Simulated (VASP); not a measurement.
W (space group Im-3m): the measured cell of entry 9006486 of the Crystallography Open Database is

```cif
data_W2
_chemical_formula_sum 'W2'
_space_group_name_H-M_alt 'Im-3m'
_space_group_IT_number 229
_space_group_name_Hall '-I 4 2 3'
_cell_length_a 3.16480
_cell_length_b 3.16480
_cell_length_c 3.16480
_cell_angle_alpha 90.000
_cell_angle_beta 90.000
_cell_angle_gamma 90.000
loop_
_atom_site_label
_atom_site_type_symbol
_atom_site_symmetry_multiplicity
_atom_site_Wyckoff_symbol
_atom_site_fract_x
_atom_site_fract_y
_atom_site_fract_z
_atom_site_occupancy
W1 W 2 a 0.00000 0.00000 0.00000 1
```
(The calculation used a cell of 1 atom; values per cell refer to that cell.)

Calculation: PBEsol GGA, VASP's PBE PAW potentials (set 64) (plane waves; VASP). Numerical set-up: 400 eV cut-off, 18×18×18 Γ-centred mesh, tetrahedra with Blöchl corrections, potentials W_sv.

The calculation is for a static lattice at zero pressure; the measurement, at 298 K, holds thermal and zero-point expansion. The entry's conditions were not checked, so it may have been measured under pressure.

How far does the relaxed conventional cell lie from the measured one?

```tsv
	measured	computed	difference
a (Å)	3.165	3.157	-0.2 %
V (Å³/atom)	15.85	15.74	-0.7 %
```

The structure comes from a measured W entry (Im-3m) of the Crystallography Open Database, whose conditions weren't checked. It was relaxed first. Symmetry was kept, so distortions that lower it aren't found.
